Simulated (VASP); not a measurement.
Write the native input for VASP 6.6.1 that does the following.

* Task: single point
* Functional: optPBE-vdW
* Potentials or basis: VASP PAW PBE potentials, release 64 (Lu_3, Ge_d), 4f in core
* Cutoff: 600 eV
* k mesh: 4 × 6 × 4
* Occupations: fermi-dirac, width 0.05 eV
* Spin: no spin polarisation
* Further INCAR settings: ALGO = Normal; EDIFF = 1e-06; NBANDS = 71

The structure of Lu2Ge3 lies in Lu2Ge3.cif:

```cif
data_Lu2Ge3
_cell_length_a 6.84882800
_cell_length_b 4.32699600
_cell_length_c 7.54212800
_cell_angle_alpha 90.00000000
_cell_angle_beta 90.00000000
_cell_angle_gamma 90.00000000
_space_group_name_H-M_alt 'Amm2'
_space_group_name_Hall 'A 2 -2'
_space_group_IT_number 38
loop_
_space_group_symop_operation_xyz
'x,y,z'
'-x,-y,z'
'-x,y,z'
'x,-y,z'
'x,y+1/2,z+1/2'
'-x,-y+1/2,z+1/2'
'-x,y+1/2,z+1/2'
'x,-y+1/2,z+1/2'
loop_
_atom_site_label
_atom_site_type_symbol
_atom_site_symmetry_multiplicity
_atom_site_Wyckoff_symbol
_atom_site_fract_x
_atom_site_fract_y
_atom_site_fract_z
_atom_site_occupancy
Lu1 Lu 4 c 0.2707740000 0.0000000000 0.0000440000 1
Ge1 Ge 2 a 0.0000000000 0.0000000000 0.3336090000 1
Ge2 Ge 2 b 0.5000000000 0.0000000000 0.3331770000 1
Ge3 Ge 2 a 0.0000000000 0.5000000000 0.1665080000 1
```

The structure of Lu2Ge3 lies in POSCAR:

```
Lu Ge
 1.0000000000000000
     6.8488280000000001    0.0000000000000000    0.0000000000000000
     0.0000000000000000    4.3269960000000003    0.0000000000000000
     0.0000000000000000    0.0000000000000000    7.5421279999999999
 Lu  Ge 
   4   6
Cartesian
  1.8544845528720002  0.0000000000000000  0.0003318536320000
  4.9943434471279993  0.0000000000000000  0.0003318536320000
  1.8544845528720002  2.1634980000000001  3.7713958536320003
  4.9943434471279993  2.1634980000000001  3.7713958536320003
  0.0000000000000000  0.0000000000000000  2.5161217799519999
  0.0000000000000000  2.1634980000000001  6.2871857799519999
  3.4244140000000001  0.0000000000000000  2.5128635806560000
  3.4244140000000001  2.1634980000000001  6.2839275806560000
  0.0000000000000000  2.1634980000000001  1.2558246490239999
  0.0000000000000000  0.0000000000000000  5.0268886490239995
```

The cell comes from a database or a generator and needn't be the stable form of this composition.

The input as run:

INCAR

```
SYSTEM = Lu2Ge3
PREC = Accurate
ENCUT = 600
EDIFF = 1E-6
ISMEAR = -1
SIGMA = 0.05
LREAL = .FALSE.
LASPH = .TRUE.
NELM = 80
ALGO = Normal
ISIF = 2
LWAVE = .FALSE.
LCHARG = .FALSE.
GGA = OR
LUSE_VDW = .TRUE.
AGGAC = 0.0
NBANDS = 71
```

KPOINTS

```
Automatic mesh
0
G
  4 6 4
  0 0 0
```

Potentials or basis: VASP PAW PBE potentials, release 64 (Lu_3, Ge_d), 4f in core.

Run with:

```console
$ ase convert -i cif -o vasp Lu2Ge3.cif POSCAR
$ cat potpaw_PBE.64/Lu_3/POTCAR potpaw_PBE.64/Ge_d/POTCAR > POTCAR
$ mpirun -np 1 vasp_std > vasp.out
```

It gave:

* Pressure: 1.3 GPa
* Largest force: 0.140 eV/Å
* Band gap on the k mesh: none (metal or under the smearing width)

Caveat: the PAW data sets were made with another functional, which shifts forces and pressure a little.

It took 13 min on 1 thread of Intel(R) Xeon(R) 6975P-C (Granite Rapids), with other jobs on the host, peak memory 1.2 GiB.
